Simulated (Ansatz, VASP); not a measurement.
**SrGa2B2 in VASP and in Ansatz**

```xyz
5
Lattice="2.2180 3.8417 0.0000 -2.2180 3.8417 0.0000 0.0000 0.0000 4.7448" Properties=species:S:1:pos:R:3 pbc="T T T"
Ga   -0.0002    2.5612    2.2092
Ga    0.0002    5.1221    2.5356
B    -0.0002    2.5612    0.5063
B     0.0002    5.1221    4.2385
Sr    0.0000    0.0000    0.0000
```

The cell was built by a generator and needn't be a form met in nature.

Alike in both runs: task single point; functional PBE; k mesh 6 × 6 × 5; no spin polarisation.

```csv
,VASP,Ansatz
version,VASP 6.6.1,Ansatz 0.2.0
potentials or method,"VASP PAW PBE potentials, release 64 (Ga_d, B, Sr_sv)",PAW plane waves
plane-wave cutoff (eV),520,700
occupations,"fermi-dirac, width 0.1 eV",fermi-dirac
valence electrons in the cell,42,42
```

```csv
,VASP,Ansatz,Ansatz less VASP
gap on the k mesh at the Fermi level (eV),none,none,-
pressure (GPa),23.7,23.4,-0.33
largest component of the traceless stress (GPa),27.97,28.09,+0.123
rms of the force components (eV/Å),3.862,3.860,-0.0019
```

Atom by atom the forces differ by 0.004 eV/Å (rms over components). A gap of «none» marks a metal or a gap that the smearing closes. Ansatz warned: «structure_snapped_to_symmetry».

Caveats: so large a pressure means that the cell lies far from this level's equilibrium, or that cutoff or potentials fall short (VASP); forces of over 1 eV/Å show positions far from the minimum, so gaps and moduli don't describe the material at rest.
